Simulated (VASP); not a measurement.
Output of a VASP run:

**OUTCAR**
```
 ion  position               nearest neighbor table
   1  0.256  0.000  0.000-   8 2.29   9 2.29   7 2.45   7 2.45   3 2.68   2 2.68   4 2.79   4 2.79
                             6 2.87   6 2.87   5 2.87   5 2.87
   2  0.000  0.256  0.000-   9 2.29   8 2.29   7 2.45   7 2.45   3 2.68   1 2.68   5 2.79   5 2.79
                             4 2.87   4 2.87   6 2.87   6 2.87
   3  0.744  0.744  0.000-   9 2.29   8 2.29   7 2.45   7 2.45   2 2.68   1 2.68   6 2.79   6 2.79
                             4 2.87   4 2.87   5 2.87   5 2.87
   4  0.594  0.000  0.500-   7 2.45   9 2.64   9 2.64   8 2.64   8 2.64   1 2.79   1 2.79   2 2.87
                             2 2.87   3 2.87   3 2.87   5 3.18   6 3.18   6 3.18   5 3.18
   5  0.000  0.594  0.500-   7 2.45   8 2.64   8 2.64   9 2.64   9 2.64   2 2.79   2 2.79   1 2.87
                             1 2.87   3 2.87   3 2.87   4 3.18   4 3.18   6 3.18   6 3.18
   6  0.406  0.406  0.500-   7 2.45   8 2.64   8 2.64   9 2.64   9 2.64   3 2.79   3 2.79   1 2.87
                             1 2.87   2 2.87   2 2.87   4 3.18   4 3.18   5 3.18   5 3.18
   7  0.000  0.000  0.500-   3 2.45   3 2.45   2 2.45   2 2.45   1 2.45   1 2.45   5 2.45   6 2.45
                             4 2.45
   8  0.333  0.667  0.000-   1 2.29   2 2.29   3 2.29   5 2.64   5 2.64   4 2.64   4 2.64   6 2.64
                             6 2.64
   9  0.667  0.333  0.000-   2 2.29   1 2.29   3 2.29   4 2.64   4 2.64   5 2.64   5 2.64   6 2.64
                             6 2.64
  LATTYP: Found a hexagonal cell.
 ALAT       =     6.0494724032
 C/A-ratio  =     0.6285197990
 Subroutine PRICEL returns:
 Original cell was already a primitive cell.
 Subroutine GETGRP returns: Found 12 space group operations
The static configuration has the point symmetry D_3h.
The dynamic configuration has the point symmetry D_3h.
 Subroutine INISYM returns: Found 12 space group operations
 Subroutine IBZKPT returns following result:
 Found     40 irreducible k-points:

 Following reciprocal coordinates:
            Coordinates               Weight
  0.000000  0.000000  0.000000      1.000000
  0.142857  0.000000  0.000000      6.000000
  0.285714 -0.000000  0.000000      6.000000
  0.428571  0.000000  0.000000      6.000000
  0.142857  0.142857  0.000000      6.000000
  0.285714  0.142857  0.000000     12.000000
  0.428571  0.142857  0.000000      6.000000
  0.285714  0.285714  0.000000      6.000000
  0.000000  0.000000  0.111111      2.000000
  0.142857  0.000000  0.111111     12.000000
  0.285714 -0.000000  0.111111     12.000000
  0.428571  0.000000  0.111111     12.000000
  0.142857  0.142857  0.111111     12.000000
  0.285714  0.142857  0.111111     24.000000
  0.428571  0.142857  0.111111     12.000000
  0.285714  0.285714  0.111111     12.000000
  0.000000  0.000000  0.222222      2.000000
  0.142857  0.000000  0.222222     12.000000
  0.285714 -0.000000  0.222222     12.000000
  0.428571  0.000000  0.222222     12.000000
  0.142857  0.142857  0.222222     12.000000
  0.285714  0.142857  0.222222     24.000000
  0.428571  0.142857  0.222222     12.000000
  0.285714  0.285714  0.222222     12.000000
  0.000000  0.000000  0.333333      2.000000
  0.142857  0.000000  0.333333     12.000000
  0.285714 -0.000000  0.333333     12.000000
  0.428571  0.000000  0.333333     12.000000
  0.142857  0.142857  0.333333     12.000000
  0.285714  0.142857  0.333333     24.000000
  0.428571  0.142857  0.333333     12.000000
  0.285714  0.285714  0.333333     12.000000
  0.000000  0.000000  0.444444      2.000000
  0.142857  0.000000  0.444444     12.000000
  0.285714 -0.000000  0.444444     12.000000
  0.428571  0.000000  0.444444     12.000000
  0.142857  0.142857  0.444444     12.000000
  0.285714  0.142857  0.444444     24.000000
  0.428571  0.142857  0.444444     12.000000
  0.285714  0.285714  0.444444     12.000000
   k-points           NKPTS =     40   k-points in BZ     NKDIM =     40   number of bands    NBANDS=     57
   number of dos      NEDOS =    601   number of ions     NIONS =      9
   total plane-waves  NPLWV =  44800
   dimension x,y,z NGX =    40 NGY =   40 NGZ =   28
   dimension x,y,z NGXF=    80 NGYF=   80 NGZF=   56
   ions per type =               6   3
   PREC   = accura    normal or accurate (medium, high low for compatibility)
...
```

File OSZICAR:
```
       N       E                     dE             d eps       ncg     rms          rms(c)
DAV:   1     0.864178263703E+03    0.86418E+03   -0.50123E+04  4792   0.150E+03
DAV:   2    -0.169470966455E+03   -0.10336E+04   -0.99889E+03  4852   0.497E+02
DAV:   3    -0.214647406932E+03   -0.45176E+02   -0.42839E+02  5573   0.989E+01
DAV:   4    -0.215587815153E+03   -0.94041E+00   -0.93614E+00  5080   0.129E+01
DAV:   5    -0.215619038655E+03   -0.31224E-01   -0.31232E-01  6220   0.217E+00    0.439E+01
DAV:   6    -0.189422888947E+03    0.26196E+02   -0.63637E+01  4643   0.496E+01    0.156E+01
DAV:   7    -0.184873678000E+03    0.45492E+01   -0.27082E+01  5137   0.374E+01    0.156E+01
DAV:   8    -0.181256055239E+03    0.36176E+01   -0.81112E+00  5107   0.193E+01    0.490E+00
DAV:   9    -0.181772045115E+03   -0.51599E+00   -0.10079E+00  4940   0.451E+00    0.266E+00
DAV:  10    -0.181552036306E+03    0.22001E+00   -0.58428E-01  4757   0.341E+00    0.660E-01
DAV:  11    -0.181826345016E+03   -0.27431E+00   -0.25411E-01  4677   0.202E+00    0.280E-01
DAV:  12    -0.181824573688E+03    0.17713E-02   -0.65838E-03  5272   0.451E-01    0.192E-01
DAV:  13    -0.181830902321E+03   -0.63286E-02   -0.66515E-03  4761   0.329E-01    0.662E-02
DAV:  14    -0.181831054581E+03   -0.15226E-03   -0.11538E-03  4732   0.185E-01    0.240E-02
DAV:  15    -0.181831303428E+03   -0.24885E-03   -0.36680E-04  4743   0.104E-01    0.127E-02
DAV:  16    -0.181831361691E+03   -0.58263E-04   -0.42253E-05  5071   0.324E-02    0.583E-03
DAV:  17    -0.181831344394E+03    0.17298E-04   -0.70535E-06  4785   0.179E-02    0.400E-03
DAV:  18    -0.181831356848E+03   -0.12454E-04   -0.65199E-06  4660   0.184E-02    0.156E-03
DAV:  19    -0.181831351399E+03    0.54485E-05   -0.13786E-06  4050   0.824E-03    0.774E-04
DAV:  20    -0.181831354529E+03   -0.31301E-05   -0.19122E-07  3087   0.315E-03    0.458E-04
DAV:  21    -0.181831353914E+03    0.61520E-06   -0.20249E-08  2400   0.771E-04    0.163E-04
DAV:  22    -0.181831353932E+03   -0.18146E-07   -0.71971E-09  2399   0.375E-04
   1 F= -.18183135E+03 E0= -.18183135E+03  d E =0.000000E+00
       N       E                     dE             ncg
       N       E                     dE             ncg
```

File OUTCAR:
```
------------------------ aborting loop because EDIFF is reached ----------------------------------------
  FORCE on cell =-STRESS in cart. coord.  units (eV):
  Direction    XX          YY          ZZ          XY          YZ          ZX
  --------------------------------------------------------------------------------------
  Total       -0.0107361     -0.0107361     -0.0383859      0.0000000     -0.0000000      0.0000000
  in kB       -0.1427436     -0.1427436     -0.5103643      0.0000000     -0.0000000      0.0000000
  external PRESSURE =      -0.2652839 kB  Pullay stress =       0.0000000 kB
  volume of cell :      120.50
      direct lattice vectors                 reciprocal lattice vectors
     6.049472403  0.000000000  0.000000000     0.165303672  0.095438123  0.000000000
    -3.024736202  5.238996596  0.000000000     0.000000000  0.190876245  0.000000000
     0.000000000  0.000000000  3.802213179     0.000000000  0.000000000  0.263004717
 POSITION                                       TOTAL-FORCE (eV/Angst)
 -----------------------------------------------------------------------------------
      1.54993      0.00000      0.00000        -0.002647     -0.000000      0.000000
     -0.77497      1.34228      0.00000         0.001324     -0.002293     -0.000000
      2.24977      3.89671      0.00000         0.001324      0.002293      0.000000
      3.59523      0.00000      1.90111         0.018338      0.000000      0.000000
     -1.79762      3.11356      1.90111        -0.009169      0.015881     -0.000000
      1.22712      2.12544      1.90111        -0.009169     -0.015881      0.000000
      0.00000      0.00000      1.90111         0.000000      0.000000      0.000000
     -0.00000      3.49267      0.00000         0.000000      0.000000      0.000000
      3.02474      1.74633      0.00000         0.000000      0.000000      0.000000
 -----------------------------------------------------------------------------------
    total drift:                               -0.000093     -0.000158      0.000005
  FREE ENERGIE OF THE ION-ELECTRON SYSTEM (eV)
  ---------------------------------------------------
  free  energy   TOTEN  =      -181.8313539322 eV

  energy  without entropy=     -181.8313539322  energy(sigma->0) =     -181.83135393

 total charge

# of ion       s       p       d       tot
------------------------------------------
    1        0.380   6.336   6.188  12.905
    2        0.380   6.336   6.188  12.905
    3        0.380   6.336   6.188  12.905
    4        0.305   6.249   6.007  12.561
    5        0.305   6.249   6.007  12.561
    6        0.305   6.249   6.007  12.561
    7        0.728   0.954   0.000   1.682
    8        0.744   0.939   0.000   1.683
    9        0.744   0.939   0.000   1.683
--------------------------------------------------
tot          4.272  40.586  36.587  81.444
```
(Selected blocks of OUTCAR.)

POSCAR:
```
SiRu2
1
    6.0494724032    -0.0000000000     0.0000000000
   -3.0247362017     5.2389965964    -0.0000000000
   -0.0000000000    -0.0000000000     3.8022131787
Ru Si
6 3
Direct
  0.2562096932   0.0000000000   0.0000000000
  1.0000000000   0.2562096932   0.0000000000
  0.7437903068   0.7437903068   0.0000000000
  0.5943048473   0.0000000000   0.5000000000
  1.0000000000   0.5943048474   0.5000000000
  0.4056951527   0.4056951526   0.5000000000
  0.0000000000   0.0000000000   0.5000000000
  0.3333330000   0.6666670000   0.0000000000
  0.6666670000   0.3333330000   0.0000000000
```

Reconstruct the remaining input files.

This is not unique; one that fits is the input of the run itself, r2SCAN meta-GGA, plane waves, VASP's PBE PAW potentials (set 64).

KPOINTS_OPT:
```
k-points along high-symmetry lines
6
Line-mode
Reciprocal
  0.000000   0.000000   0.000000 ! GAMMA
  0.500000   0.000000   0.000000 ! M

  0.500000   0.000000   0.000000 ! M
  0.333333   0.333333   0.000000 ! K

  0.333333   0.333333   0.000000 ! K
  0.000000   0.000000   0.000000 ! GAMMA

  0.000000   0.000000   0.000000 ! GAMMA
  0.000000   0.000000   0.500000 ! A

  0.000000   0.000000   0.500000 ! A
  0.500000   0.000000   0.500000 ! L

  0.500000   0.000000   0.500000 ! L
  0.333333   0.333333   0.500000 ! H

  0.333333   0.333333   0.500000 ! H
  0.000000   0.000000   0.500000 ! A

  0.500000   0.000000   0.500000 ! L
  0.500000   0.000000   0.000000 ! M

  0.333333   0.333333   0.500000 ! H
  0.333333   0.333333   0.000000 ! K
```

**KPOINTS**
```
Automatic mesh
0
Gamma
7 7 9
0 0 0
```

**INCAR**
```
SYSTEM = SiRu2
PREC = Accurate
ENCUT = 400
EDIFF = 1E-7
NELM = 100
ALGO = Normal
LREAL = .FALSE.
LASPH = .TRUE.
ISMEAR = -5
METAGGA = R2SCAN
LMIXTAU = .TRUE.
LMAXMIX = 4
LWAVE = .FALSE.
LCHARG = .FALSE.
LORBIT = 11
NEDOS = 601
ISIF = 2
LEFG = .TRUE.
```

POTCAR, in this order: Ru_pv Si (PBE.64 set). Program: vasp_std.

For a metal the tetrahedron method with Blöchl corrections gives inexact stress and forces.

The structure was generated: SiRu2 was put into the Fe2P type (P-62m), which need not be its known phase. It was relaxed first, which changed the volume by -12 %.
